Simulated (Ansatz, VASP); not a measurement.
# Cross-check of Y2COF (Y2COF MXene monolayer) between VASP and Ansatz, part 2 of 2

Wanted: the spread between two codes on one cell, functional and k mesh. The structure shown is the start of the Ansatz relaxation below; VASP solves that cell, so the two are compared at the walk's first step.

VASP 6.6.1 and Ansatz 0.2.0.

So far: The starting structure; Ansatz: relaxation, PBE with D3(BJ).

## Step 3: VASP: single point, PBE with D3(BJ), start cell

Level of this step: PBE with D3(BJ), spin-polarised from a ferromagnetic start; plane waves and PAW (F, Y_sv, C, O) (VASP).

The same cell, functional, mesh and smearing now go to VASP, with its own data sets.

Lines of VASP's logs that name or quote its potential files are left out, and so is its time.

INCAR reads:

```
SYSTEM = Y2COF
PREC = Accurate
ENCUT = 520
EDIFF = 1E-06
NELM = 200
ISMEAR = -1
SIGMA = 0.05
LREAL = .FALSE.
ALGO = Normal
GGA = PE
IVDW = 12
NBANDS = 29
ISPIN = 2
MAGMOM = 0.01 0.06 0 0.63 0.04
LASPH = .TRUE.
LMAXMIX = 4
LORBIT = 11
LWAVE = .FALSE.
LCHARG = .FALSE.
ISIF = 2
LDIPOL = .TRUE.
IDIPOL = 3
DIPOL = 0.5 0.5 0.499
LVHAR = .TRUE.
GGA_COMPAT = .FALSE.
NELMDL = -8
KPAR = 2
```

POSCAR reads:

```
Y2COF
1.0
    3.4777600000      0.0000000000      0.0000000000
   -1.7388800000      3.0118290000      0.0000000000
    0.0000000000      0.0000000000     41.1837310000
F Y C O
1 2 1 1
Direct
    0.3333333333      0.6666666667      0.4382798635
    0.6666666667      0.3333333333      0.4645082545
    0.3333333333      0.6666666667      0.5311477486
    0.0000000000      0.0000000000      0.4978279894
    0.6666666667      0.3333333333      0.5617201365
```

KPOINTS reads:

```
Automatic mesh
0
Gamma
12 12 1
0 0 0
```

PAW data sets: F, Y_sv, C and O (PBE family, release 64).

Started as:

```bash
$ mpirun -np 2 vasp_std
```

Numbers of over 12 decimals in the logs are rounded to 6 here.

What it wrote:

```text
[banner, memory and clock lines left out]
running    2 mpi-ranks, on    1 nodes
 distrk:  each k-point on    1 cores,    2 groups
 distr:  one band on    1 cores,    1 groups

 POSCAR found type information on POSCAR F Y C O
 POSCAR found :  4 types and       5 ions
 LDA part: xc-table for (Slater+PW92), standard interpolation
 POSCAR, INCAR and KPOINTS ok, starting setup
 FFT: planning ... GRIDC
 FFT: planning ... GRID_SOFT
 FFT: planning ... GRID
 WAVECAR not read
 entering main loop
       N       E                     dE             d eps       ncg     rms          rms(c)
DAV:   1     0.281120798662E+03    0.28112E+03   -0.17307E+04  2892   0.101E+03
DAV:   2     0.983953995132E+00   -0.28014E+03   -0.27258E+03  2864   0.257E+02
DAV:   3    -0.422086224373E+02   -0.43193E+02   -0.42561E+02  3262   0.867E+01
DAV:   4    -0.445763301640E+02   -0.23677E+01   -0.23504E+01  3608   0.200E+01
DAV:   5    -0.446356124094E+02   -0.59282E-01   -0.59249E-01  3283   0.302E+00
DAV:   6    -0.446372986102E+02   -0.16862E-02   -0.16860E-02  3430   0.484E-01
DAV:   7    -0.446373425600E+02   -0.43950E-04   -0.43950E-04  3323   0.701E-02
DAV:   8    -0.446373433781E+02   -0.81814E-06   -0.81797E-06  3208   0.968E-03    0.487E+01
DAV:   9    -0.393452252849E+02    0.52921E+01   -0.47524E+01  2763   0.323E+01    0.465E+01
DAV:  10    -0.388923424707E+02    0.45288E+00   -0.44775E+01  2912   0.153E+01    0.316E+01
DAV:  11    -0.408617481361E+02   -0.19694E+01   -0.47973E+01  2990   0.212E+01    0.162E+01
DAV:  12    -0.377032872557E+02    0.31585E+01   -0.85501E+01  2739   0.163E+01    0.767E+00
DAV:  13    -0.375408693266E+02    0.16242E+00   -0.33614E+00  2687   0.713E+00    0.462E+00
DAV:  14    -0.374664817605E+02    0.74388E-01   -0.62062E-01  3219   0.344E+00    0.277E+00
[...]
DAV:  42    -0.377432011652E+02   -0.23036E-04   -0.18870E-07  2133   0.174E-03    0.137E-03
DAV:  43    -0.377432290974E+02   -0.27932E-04   -0.12936E-07  2047   0.138E-03    0.715E-04
DAV:  44    -0.377432484222E+02   -0.19325E-04   -0.57281E-08  2099   0.753E-04    0.548E-04
DAV:  45    -0.377432664444E+02   -0.18022E-04   -0.53924E-08  1958   0.591E-04    0.435E-04
DAV:  46    -0.377432741560E+02   -0.77116E-05   -0.18256E-08  1943   0.434E-04    0.219E-04
DAV:  47    -0.377432817878E+02   -0.76318E-05   -0.26546E-08  1982   0.465E-04    0.270E-04
DAV:  48    -0.377432837150E+02   -0.19273E-05   -0.57168E-09  2106   0.281E-04    0.180E-04
DAV:  49    -0.377432841860E+02   -0.47100E-06   -0.26736E-09  2004   0.172E-04
   1 F= -.38565336E+02 E0= -.38551575E+02  d E =-.275220E-01  mag=     0.9375
```

Parts of OUTCAR (step 3):

```text
ion  position               nearest neighbor table
   1  0.333  0.667  0.438-   2 2.28   2 2.28   2 2.28
   2  0.667  0.333  0.465-   1 2.28   1 2.28   1 2.28   4 2.43   4 2.43   4 2.43   3 3.40   3 3.40
                             3 3.40
   3  0.333  0.667  0.531-   5 2.37   5 2.37   5 2.37   4 2.43   4 2.43   4 2.43   2 3.40   2 3.40
                             2 3.40
   4  0.000  0.000  0.498-   2 2.43   2 2.43   2 2.43   3 2.43   3 2.43   3 2.43
   5  0.667  0.333  0.562-   3 2.37   3 2.37   3 2.37

  LATTYP: Found a hexagonal cell.
 ALAT       =     3.4777600000
 C/A-ratio  =    11.8420279145

 Subroutine GETGRP returns: Found  6 space group operations
 (whereof  6 operations were pure point group operations)

The static configuration has the point symmetry C_3v.

 Found     19 irreducible k-points:

   k-points           NKPTS =     19   k-points in BZ     NKDIM =     19   number of bands    NBANDS=     29

   dimension x,y,z NGX =    28 NGY =   28 NGZ =  320
   dimension x,y,z NGXF=    56 NGYF=   56 NGZF=  640

   ENCUT  =  520.0 eV  38.22 Ry    6.18 a.u.   6.47  6.47 76.57*2*pi/ulx,y,z

   NELECT =      39.0000    total number of electrons

 k-points in reciprocal lattice and weights: Automatic mesh
   0.00000000  0.00000000  0.00000000       0.007
   0.08333333  0.00000000  0.00000000       0.042
   0.16666667  0.00000000  0.00000000       0.042
   0.25000000 -0.00000000  0.00000000       0.042
   0.33333333  0.00000000  0.00000000       0.042
   0.41666667  0.00000000  0.00000000       0.042
   0.50000000 -0.00000000  0.00000000       0.021
   0.08333333  0.08333333  0.00000000       0.042
   0.16666667  0.08333333  0.00000000       0.083
[...]
0.33333333  0.25000000  0.00000000       0.083
   0.33333333  0.33333333  0.00000000       0.014

 dipolmoment           0.000000      0.000000      0.278947 electrons x Angstroem

 average (electrostatic) potential at core
       1 -85.6975       2 -43.9107       3 -42.2939       4 -56.9756       5 -77.7010

 E-fermi :  -4.3705

 spin component 1
 k-point     1 :       0.0000    0.0000    0.0000
  band No.  band energies     occupation
    ...
     14     -10.9872      1.00000
     15      -6.8586      1.00000
     16      -5.8973      1.00000
     17      -5.8973      1.00000
     18      -4.9859      1.00000
     19      -4.3339      0.32478
     20      -4.3339      0.32478
     21      -2.0214      0.00000
     22      -0.8850      0.00000
     23      -0.8850      0.00000
    ...

 k-point     2 :       0.0833    0.0000    0.0000
  band No.  band energies     occupation
    ...
     16      -5.9822      1.00000
     17      -5.8682      1.00000
     18      -4.8926      0.99997
     19      -4.5765      0.98401
     20      -4.3922      0.60685
     21      -1.9285      0.00000
     22      -1.0789      0.00000
     23      -0.7419      0.00000
     24      -0.7015      0.00000
     25      -0.6251      0.00000
    ...

 k-point     3 :       0.1667    0.0000    0.0000
  band No.  band energies     occupation
    ...
     16      -6.0914      1.00000
     17      -5.7996      1.00000
     18      -5.1048      1.00000
     19      -4.7560      0.99955
     20      -4.5193      0.95151
     21      -1.8166      0.00000
     22      -1.3606      0.00000
     23      -0.4752      0.00000
     24      -0.3481      0.00000
     25      -0.3347      0.00000
    ...

 k-point     4 :       0.2500   -0.0000    0.0000
  band No.  band energies     occupation
    ...
     16      -6.0683      1.00000
     17      -5.7386      1.00000
     18      -5.4717      1.00000
     19      -4.7802      0.99972
     20      -4.6238      0.99373
     21      -2.1237      0.00000
     22      -1.0785      0.00000
     23      -0.1715      0.00000
     24       0.2235      0.00000
     25       0.2321      0.00000
    ...

 k-point     5 :       0.3333    0.0000    0.0000
  band No.  band energies     occupation
    ...
     16      -5.9819      1.00000
     17      -5.7235      1.00000
     18      -5.4434      1.00000
     19      -4.9167      0.99998
     20      -4.6538      0.99655
     21      -2.4744      0.00000
     22      -0.5134      0.00000
     23       0.2407      0.00000
     24       0.8781      0.00000
     25       1.0006      0.00000
    ...

 k-point     6 :       0.4167    0.0000    0.0000
  band No.  band energies     occupation
    ...
     16      -5.8213      1.00000
     17      -5.7406      1.00000
     18      -5.4313      1.00000
     19      -4.9888      1.00000
     20      -4.6349      0.99497
     21      -2.6974      0.00000
     22       0.0156      0.00000
     23       0.5493      0.00000
     24       1.4491      0.00000
     25       1.5023      0.00000
    ...

 Edisp (eV)   -0.82205

  Total       2.76826     2.76826     1.65491     0.00000     0.00000    -0.00000
  in kB      10.28162    10.28163     6.14651     0.00000     0.00000    -0.00000
  external pressure =        8.90 kB  Pullay stress =        0.00 kB

  energy-cutoff  :      520.00
  volume of cell :      431.38
      direct lattice vectors                 reciprocal lattice vectors
     3.477760000  0.000000000  0.000000000     0.287541406  0.166012081  0.000000000
    -1.738880000  3.011829000  0.000000000     0.000000000  0.332024162  0.000000000
     0.000000000  0.000000000 41.183731000     0.000000000  0.000000000  0.024281433

 POSITION                                       TOTAL-FORCE (eV/Angst)
 -----------------------------------------------------------------------------------
     -0.00000      2.00789     18.05000         0.000000      0.000000     -1.003211
      1.73888      1.00394     19.13018        -0.000000      0.000000      0.360896
     -0.00000      2.00789     21.87465        -0.000000     -0.000000      4.947474
      0.00000      0.00000     20.50241        -0.000000     -0.000000     -1.627538
      1.73888      1.00394     23.13373        -0.000000     -0.000000     -2.677621
 -----------------------------------------------------------------------------------
    total drift:                                0.000000      0.000003     -0.000082

  FREE ENERGIE OF THE ION-ELECTRON SYSTEM (eV)
  ---------------------------------------------------
  free  energy   TOTEN  =       -38.5653358392 eV

  energy  without entropy=      -38.5378137921  energy(sigma->0) =      -38.55157482

 vacuum level on the upper side and lower side of the slab         3.926        -0.893

 total charge
# of ion       s       p       d       f       tot
--------------------------------------------------
    1        1.739   4.382   0.000   0.000   6.121
    2        2.208   6.500   1.121   0.106   9.936
    3        2.199   6.523   1.089   0.089   9.900
    4        0.895   1.456   0.000   0.000   2.351
    5        1.581   3.281   0.000   0.000   4.862
--------------------------------------------------
tot          8.623  22.142   2.210   0.195  33.170

 magnetization (x)
# of ion       s       p       d       f       tot
--------------------------------------------------
    1        0.000   0.007   0.000   0.000   0.007
    2        0.004   0.023   0.059   0.008   0.093
    3       -0.005   0.035  -0.033   0.019   0.016
    4        0.011   0.208   0.000   0.000   0.219
    5        0.005   0.366   0.000   0.000   0.371
--------------------------------------------------
tot          0.016   0.637   0.026   0.028   0.707

[... 6 further parts left out ...]
```

## Step 4: Differences

Known differences besides the potentials themselves: VASP starts from the moments at which Ansatz ended; Ansatz cuts the interaction across the vacuum, VASP repeats the sheet with a dipole correction; the cutoff is 420 eV in Ansatz and 520 eV in VASP. Total energies have different zeros and are not compared.

Forces (eV/Å; atoms numbered as in POSCAR):

```
atom        Ansatz x, y, z          VASP x, y, z
  F1  0.000, 0.000, -1.003  0.000, 0.000, -1.003
  Y2   0.000, 0.000, 0.353   0.000, 0.000, 0.361
  Y3   0.000, 0.000, 4.967   0.000, 0.000, 4.947
  C4  0.000, 0.000, -1.634  0.000, 0.000, -1.628
  O5  0.000, 0.000, -2.683  0.000, 0.000, -2.678
```

The forces differ by 5.8 meV/Å r.m.s., which is 0.4 % of the r.m.s. force of 1.537 eV/Å (both taken over all components). Moments aren't recorded for both runs of this pair, so they may hold unlike magnetic states. With vacuum in the cell, a pressure given here is an average over mostly empty space and none of the material.

## Step 5: Results

| Item | Value |
| --- | --- |
| r.m.s. force difference (single point, PBE with D3(BJ), start cell) | 0.38 % of the r.m.s. force |

What this shows: The r.m.s. force difference is 0.38 % of the r.m.s. force (single point, PBE with D3(BJ), start cell), within the 3 % picked in this series as the mark of a large difference. 1 further run of this series is not shown here. Such differences can come from data sets, numerical settings and the points named under the comparisons, not from the functional's error against experiment.

[Lines on the potential files, build, host, timing and source positions are cut from VASP's logs without a mark.]

[Logs are printed without paths, hosts, clocks, repeated set-up lines and the standing remarks that a program may print on its own settings, such as how far it seeks lower states.]

[Hosts, paths, dates, database ids (printed as entryN), source tags and the programs' standing remarks are cut or masked in the printed files.]
